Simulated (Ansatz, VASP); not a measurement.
## BaLiF3 in VASP and in Ansatz

```xyz
5
Lattice="4.1880 0.0000 0.0000 0.0000 4.1880 0.0000 0.0000 0.0000 3.9886" Properties=species:S:1:pos:R:3 pbc="T T T"
Ba    0.0000    0.0000    0.0000
Li    2.0940    2.0940    1.9943
F     0.0000    2.0940    1.9943
F     2.0940    2.0940    0.0000
F     2.0940    0.0000    1.9943
```

Change from the starting cell: strain +0.0500 x Voigt [1, 1, 0, 0, 0, 0], atoms carried along.

Alike in both runs: task single point; functional LDA; k mesh 6 × 6 × 6; occupations gaussian, width 0.05 eV; no spin polarisation.

|  | VASP | Ansatz |
| --- | --- | --- |
| version | VASP 6.6.1 | Ansatz 0.2.0 |
| potentials or method | VASP PAW LDA potentials, release 64 (Ba_sv, Li_sv, F) | scalar-relativistic, plane waves, PAW |
| plane-wave cutoff (eV) | 520 | 420 |
| valence electrons in the cell | 34 | 34 |

|  | VASP | Ansatz | Ansatz less VASP |
| --- | --- | --- | --- |
| gap on the k mesh at the Fermi level (eV) | 6.05 | 6.13 | +0.082 |
| least direct gap on the mesh (eV) | 6.05 | 6.13 | +0.082 |

Caveats: spin-orbit coupling is left out, which moves the levels of the heavy elements. A k mesh can miss the band edges.
